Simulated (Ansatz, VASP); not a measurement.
# ZnSiCO in two plane-wave programs, part 3 of 3

Wanted: the spread between two codes on one cell, functional and k mesh. The cell is generated by rule, not measured, and may not be a known phase. Of the first pair: The two relaxations start from unlike cells of this crystal (the structure described is Ansatz's start), so only their ends are compared.

VASP 6.6.1 and Ansatz 0.2.0.

So far: Set-up; Ansatz: relaxation of cell and atoms, PBEsol, pair 1; VASP: relaxation of cell and atoms, PBEsol, pair 1; Side by side; Ansatz: relaxation of cell and atoms, PBEsol, pair 2; VASP: relaxation of cell and atoms, PBEsol, pair 2.

### Step 8. VASP: relaxation of cell and atoms, PBEsol, pair 3

Level of this step: PBEsol; plane waves and PAW (C, O, Si, Zn); invented cell (VASP).

The relaxed volume is the usual yardstick between codes: in a stiff, nearly cubic crystal its relative difference is about their pressure difference at one cell divided by the bulk modulus.

INCAR

```
SYSTEM = ZnSiCO
PREC = Accurate
ENCUT = 600
EDIFF = 1E-07
NELM = 120
ISMEAR = 0
SIGMA = 0.1
LREAL = .FALSE.
ALGO = Normal
GGA = PS
NBANDS = 34
LORBIT = 11
LWAVE = .FALSE.
LCHARG = .FALSE.
ISIF = 3
IBRION = 2
NSW = 80
EDIFFG = -0.005
LASPH = .TRUE.
GGA_COMPAT = .FALSE.
NELMIN = 4
KPAR = 2
```

POSCAR

```
ZnSiCO
1.0
    3.1899380000      0.0000000000      0.0000000000
   -1.5949690000      2.7625670000      0.0000000000
    0.0000000000      0.0000000000     10.4898360000
C O Si Zn
2 2 2 2
Direct
    0.3333334540      0.6666669080      0.6852032768
    0.6666667270      0.3333334540      0.9253949251
    0.3333334540      0.6666669080      0.1960533034
    0.6666667270      0.3333334540      0.4574539583
    0.3333334540      0.6666669080      0.5112469823
    0.6666667270      0.3333334540      0.7515588423
    0.3333334540      0.6666669080      0.9889531161
    0.6666667270      0.3333334540      0.2341357863
```

KPOINTS

```
Automatic mesh
0
Gamma
12 12 4
0 0 0
```

PAW data sets: C, O, Si and Zn (PBE family, release 64).

Run with:

```console
> mpirun -np 2 vasp_std
```

Numbers of over 12 decimals in the logs are rounded to 6 here.

The program printed:

```text
[... set-up lines as in an earlier step ...]
 entering main loop
       N       E                     dE             d eps       ncg     rms          rms(c)
DAV:   1     0.467931659065E+03    0.46793E+03   -0.26738E+04  4692   0.204E+03
DAV:   2     0.119299093047E+02   -0.45600E+03   -0.43319E+03  4868   0.460E+02
DAV:   3    -0.518390434828E+02   -0.63769E+02   -0.62476E+02  5504   0.162E+02
DAV:   4    -0.546328618235E+02   -0.27938E+01   -0.27775E+01  5814   0.343E+01
[...]
DAV:  17    -0.470871133263E+02    0.79417E-07   -0.98839E-06  7328   0.359E-02    0.387E-03
DAV:  18    -0.470871130696E+02    0.25666E-06   -0.30748E-06  6154   0.114E-02    0.115E-03
DAV:  19    -0.470871130541E+02    0.15556E-07   -0.19211E-07  3344   0.389E-03
   1 F= -.47087113E+02 E0= -.47079439E+02  d E =-.470871E+02
[... from here on, the cycles between the ionic steps are left out ...]
   2 F= -.47088461E+02 E0= -.47080871E+02  d E =-.134822E-02
  10 F= -.47093353E+02 E0= -.47085988E+02  d E =-.349262E-03
  11 F= -.47093362E+02 E0= -.47085995E+02  d E =-.357687E-03
  12 F= -.47093424E+02 E0= -.47086071E+02  d E =-.625680E-04
  13 F= -.47093429E+02 E0= -.47086080E+02  d E =-.666770E-04
  14 F= -.47093458E+02 E0= -.47086106E+02  d E =-.294708E-04
  15 F= -.47093462E+02 E0= -.47086108E+02  d E =-.332978E-04
  16 F= -.47093484E+02 E0= -.47086139E+02  d E =-.221584E-04
  17 F= -.47093489E+02 E0= -.47086151E+02  d E =-.272634E-04
  18 F= -.47093493E+02 E0= -.47086153E+02  d E =-.369858E-05
  19 F= -.47093493E+02 E0= -.47086156E+02  d E =-.406308E-05
  20 F= -.47093493E+02 E0= -.47086155E+02  d E =-.396147E-05
  21 F= -.47093496E+02 E0= -.47086159E+02  d E =-.312897E-05
 trial-energy change:   -0.000003  1 .order   -0.000003   -0.000004   -0.000002
 step:   1.8968(harm=  1.8968)  dis= 0.00053  next Energy=   -47.093498 (dE=-0.504E-05)
 reached required accuracy - stopping structural energy minimisation
```

From OUTCAR (step 8):

```text
  Total       -0.0086644     -0.0086644     -0.0074323     -0.0000000      0.0000000      0.0000000
  in kB       -0.1499982     -0.1499982     -0.1286673     -0.0000000      0.0000000      0.0000000
  external PRESSURE =      -0.1428879 kB  Pullay stress =       0.0000000 kB

 POSITION                                       TOTAL-FORCE (eV/Angst)
 -----------------------------------------------------------------------------------
     -0.00000      1.83922      7.20862         0.000000     -0.000000      0.000228
      1.59282      0.91961      9.73055        -0.000000      0.000000      0.001018
     -0.00000      1.83922      2.03900         0.000000      0.000000      0.000759
      1.59282      0.91961      4.81619        -0.000000      0.000000     -0.003342
     -0.00000      1.83922      5.37557        -0.000000     -0.000000     -0.000601
      1.59282      0.91961      7.90010        -0.000000     -0.000000     -0.001322
     -0.00000      1.83922     10.43317        -0.000000      0.000000      0.001353
      1.59282      0.91961      2.51599        -0.000000      0.000000      0.001908
 -----------------------------------------------------------------------------------
    total drift:                                0.000000     -0.001545     -0.001439

  FREE ENERGIE OF THE ION-ELECTRON SYSTEM (eV)
  ---------------------------------------------------
  free  energy   TOTEN  =       -47.0934961933 eV

  energy  without entropy=      -47.0788209872  energy(sigma->0) =      -47.08615859

[... 2 parts as in an earlier step ...]

[... 2 further parts left out ...]
[key lines of the parts left out:]
E-fermi :   5.7742
```

### Step 9. Ansatz: relaxation of cell and atoms, PBEsol, pair 3

The same cell, functional, mesh and smearing now go to Ansatz, which takes its cutoff from its data sets.

The cell is taken from a series of runs on this material, whose earlier steps may have relaxed, scaled, displaced or heated it; both programs get it as it stands.

input.yaml

```yaml
crystal:
  lattice:
    - [3.1899380178, 0.0, 0.0]
    - [-1.5949690089, 2.7625673599, 0.0]
    - [0.0, 0.0, 10.4898364007]
  atoms:
    - { symbol: C, position: [0.3333333333, 0.6666666667, 0.6852032511] }
    - { symbol: C, position: [0.6666666667, 0.3333333333, 0.9253948534] }
    - { symbol: O, position: [0.3333333333, 0.6666666667, 0.1960532929] }
    - { symbol: O, position: [0.6666666667, 0.3333333333, 0.4574539121] }
    - { symbol: Si, position: [0.3333333333, 0.6666666667, 0.5112469407] }
    - { symbol: Si, position: [0.6666666667, 0.3333333333, 0.7515588014] }
    - { symbol: Zn, position: [0.3333333333, 0.6666666667, -0.0110468667] }
    - { symbol: Zn, position: [0.6666666667, 0.3333333333, 0.234135815] }
kpoints:
  mp_grid: { grid: [12, 12, 4] }
hamiltonian:
  xc: pbesol
scf:
  occupations: { method: gaussian, width: 0.1 }
output:
  forces: true
  stress: true
  eigenvalues: true
  write_density: true
  write_potential: true
  elf: true
  volumetric_format: npy
relax:
  adjacent_minimum: "off"
  f_tol: 0.005
  max_steps: 80
  cell: { stress_tol: 0.05 }
```

Run with:

```console
> ansatz run input.yaml --threads 8 --pin off --max-ram 14336MiB --backend cpu --events-out ev --progress --plain --runs-dir out
```

The program printed:

```text
[...]
Crystal: 8 atoms, lattice volume = 92.441 Å³
Basis set: ecut = 420 eV, 1823 PW (Γ), exchange–correlation on 48×48×144 points (8 copies of the dense FFT grid, shifted against one another)
Bands: 34, of which v1, the nominal top of the filled ones, is band 26 counted from 1 (25 counted from 0)
Symmetry: 6 space group operations
[...]
k-points: 69 of 576 (time reversal used)
[...]
atoms:
    - { symbol: C, position: [0.333333, 0.666667, 0.684711] }
    - { symbol: C, position: [0.666667, 0.333333, 0.924466] }
    - { symbol: O, position: [0.333333, 0.666667, 0.194120] }
    - { symbol: O, position: [0.666667, 0.333333, 0.457561] }
    - { symbol: Si, position: [0.333333, 0.666667, 0.510667] }
    - { symbol: Si, position: [0.666667, 0.333333, 0.750562] }
    - { symbol: Zn, position: [0.333333, 0.666667, -0.00967929] }
    - { symbol: Zn, position: [0.666667, 0.333333, 0.237592] }
[key lines of the parts left out:]
SCF converged after 7 iterations
Free energy (F): -9417.515020 eV
Fermi energy:    9.533415 eV
P = ⅓ Tr σ = 0.0092 GPa (0.092 kbar)
```

### Step 10. Side by side

Compared:

| quantity | Ansatz | VASP | difference |
| --- | --- | --- | --- |
| volume (Å³) | 92.31 | 92.55 | -0.25 % |
| edge a after relaxation, in the typed setting (Å) | 3.183 | 3.186 | -0.07 % |
| edge c after relaxation, in the typed setting (Å) | 10.518 | 10.530 | -0.12 % |

### Step 11. Results

```yaml
difference_in_volume_relaxation_of_cell_and_atoms_pbesol_pair_1: -0.31 %
difference_in_volume_relaxation_of_cell_and_atoms_pbesol_pair_2: -0.23 %
difference_in_volume_relaxation_of_cell_and_atoms_pbesol_pair_3: -0.25 %
```

In words: The difference in volume is -0.31 % (relaxation of cell and atoms, PBEsol, pair 1), within the 1.2 % picked in this series as the mark of a large difference, as far as the stopping tolerances let one tell. Such differences can come from data sets, numerical settings and the points named under the comparisons, not from the functional's error against experiment.

[Lines on the potential files, build, host, timing and source positions are cut from VASP's logs without a mark.]

[Logs are printed without paths, hosts, clocks, repeated set-up lines and the standing remarks that a program may print on its own settings, such as how far it seeks lower states.]

[Hosts, paths, dates, database ids (printed as entryN), source tags and the programs' standing remarks are cut or masked in the printed files.]
